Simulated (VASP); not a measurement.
Method: r2SCAN meta-GGA, VASP's PBE PAW potentials (set 64) (plane waves; VASP).

Input for VASP

**KPOINTS**
```
Regular mesh
0
G
  11 11 11
0 0 0
```

File POSCAR:
```
HgTe
7.596370
  0.5000000006   0.0000000000   0.0000000000
  0.0000000000   0.5000000006   0.0000000000
  0.0000000000   0.0000000000   0.5000000006
Hg Te
1 1
direct
  0.0000000000   0.0000000000   0.0000000000
  0.5000000000   0.5000000000   0.5000000000
```

**KPOINTS_OPT**
```
k-points along high-symmetry lines
10
Line-mode
Reciprocal
  0.000000   0.000000   0.000000 ! GAMMA
  0.000000   0.500000   0.000000 ! X

  0.000000   0.500000   0.000000 ! X
  0.500000   0.500000   0.000000 ! M

  0.500000   0.500000   0.000000 ! M
  0.000000   0.000000   0.000000 ! GAMMA

  0.000000   0.000000   0.000000 ! GAMMA
  0.500000   0.500000   0.500000 ! R

  0.500000   0.500000   0.500000 ! R
  0.000000   0.500000   0.000000 ! X

  0.500000   0.500000   0.500000 ! R
  0.500000   0.500000   0.000000 ! M
```

### INCAR
```
ALGO = Normal
EDIFF = 1E-7
ENCUT = 400
ISIF = 2
ISMEAR = -5
LASPH = .TRUE.
LCHARG = .FALSE.
LMAXMIX = 6
LMIXTAU = .TRUE.
LORBIT = 11
LREAL = .FALSE.
LWAVE = .FALSE.
METAGGA = R2SCAN
NEDOS = 601
NELM = 100
PREC = Accurate
SYSTEM = HgTe
```

POTCAR, in this order: Hg Te (PBE.64 set). Program: vasp_std.

The resulting files:

OSZICAR:
```
       N       E                     dE             d eps       ncg     rms          rms(c)
DAV:   1     0.169549713896E+02    0.16955E+02   -0.75233E+03  1496   0.102E+03
DAV:   2    -0.759672385098E+02   -0.92922E+02   -0.88482E+02  1641   0.250E+02
DAV:   3    -0.792002922416E+02   -0.32331E+01   -0.32189E+01  1671   0.497E+01
DAV:   4    -0.792193946438E+02   -0.19102E-01   -0.19171E-01  1661   0.371E+00
DAV:   5    -0.792196453970E+02   -0.25075E-03   -0.25105E-03  1736   0.396E-01    0.555E+00
DAV:   6    -0.739776703074E+02    0.52420E+01   -0.27248E+00  1531   0.221E+01    0.710E+00
DAV:   7    -0.741800263778E+02   -0.20236E+00   -0.18519E-01  1471   0.505E+00    0.437E+00
DAV:   8    -0.740613331574E+02    0.11869E+00   -0.77393E-02  1631   0.308E+00    0.182E+00
DAV:   9    -0.742038625267E+02   -0.14253E+00   -0.12273E-01  1621   0.350E+00    0.341E-01
DAV:  10    -0.742059862713E+02   -0.21237E-02   -0.29871E-03  1546   0.437E-01    0.307E-01
DAV:  11    -0.742067620547E+02   -0.77578E-03   -0.91669E-04  1646   0.325E-01    0.186E-01
DAV:  12    -0.742062542166E+02    0.50784E-03   -0.13819E-03  1616   0.446E-01    0.899E-02
DAV:  13    -0.742068163934E+02   -0.56218E-03   -0.10229E-03  1611   0.321E-01    0.220E-02
DAV:  14    -0.742068047064E+02    0.11687E-04   -0.57927E-05  1666   0.662E-02    0.159E-02
DAV:  15    -0.742068634228E+02   -0.58716E-04   -0.20279E-05  1576   0.434E-02    0.597E-03
DAV:  16    -0.742068776225E+02   -0.14200E-04   -0.10289E-05  1546   0.370E-02    0.471E-03
DAV:  17    -0.742068765586E+02    0.10639E-05   -0.20778E-06  1501   0.171E-02    0.121E-03
DAV:  18    -0.742068753917E+02    0.11669E-05   -0.42820E-08  1033   0.204E-03    0.122E-03
DAV:  19    -0.742068775932E+02   -0.22015E-05   -0.10491E-07  1038   0.350E-03    0.724E-04
DAV:  20    -0.742068776551E+02   -0.61988E-07   -0.10997E-08   778   0.997E-04
   1 F= -.74206878E+02 E0= -.74206878E+02  d E =0.000000E+00
       N       E                     dE             ncg
       N       E                     dE             ncg
```

### OUTCAR
```
------------------------ aborting loop because EDIFF is reached ----------------------------------------
  FORCE on cell =-STRESS in cart. coord.  units (eV):
  Direction    XX          YY          ZZ          XY          YZ          ZX
  --------------------------------------------------------------------------------------
  Total       -0.0730614     -0.0730614     -0.0730614     -0.0000000     -0.0000000      0.0000000
  in kB       -2.1363388     -2.1363388     -2.1363388     -0.0000000     -0.0000000      0.0000000
  external PRESSURE =      -2.1363388 kB  Pullay stress =       0.0000000 kB
  volume of cell :       54.79
      direct lattice vectors                 reciprocal lattice vectors
     3.798185005  0.000000000  0.000000000     0.263283647  0.000000000  0.000000000
     0.000000000  3.798185005  0.000000000     0.000000000  0.263283647  0.000000000
     0.000000000  0.000000000  3.798185005     0.000000000  0.000000000  0.263283647
 POSITION                                       TOTAL-FORCE (eV/Angst)
 -----------------------------------------------------------------------------------
      0.00000      0.00000      0.00000         0.000000      0.000000      0.000000
      1.89909      1.89909      1.89909         0.000000      0.000000      0.000000
 -----------------------------------------------------------------------------------
    total drift:                               -0.000000      0.000000     -0.000000
  FREE ENERGIE OF THE ION-ELECTRON SYSTEM (eV)
  ---------------------------------------------------
  free  energy   TOTEN  =       -74.2068776551 eV

  energy  without entropy=      -74.2068776551  energy(sigma->0) =      -74.20687766

 total charge

# of ion       s       p       d       tot
------------------------------------------
    1        0.840   0.207   9.366  10.413
    2        1.429   1.822   0.031   3.282
--------------------------------------------------
tot          2.269   2.028   9.398  13.695
```
(Selected blocks of OUTCAR.)

For a metal the tetrahedron method with Blöchl corrections gives inexact stress and forces.

The structure was generated: HgTe was put into the CsCl type (Pm-3m), which need not be its known phase. It was relaxed first, which changed the volume by +15 %.
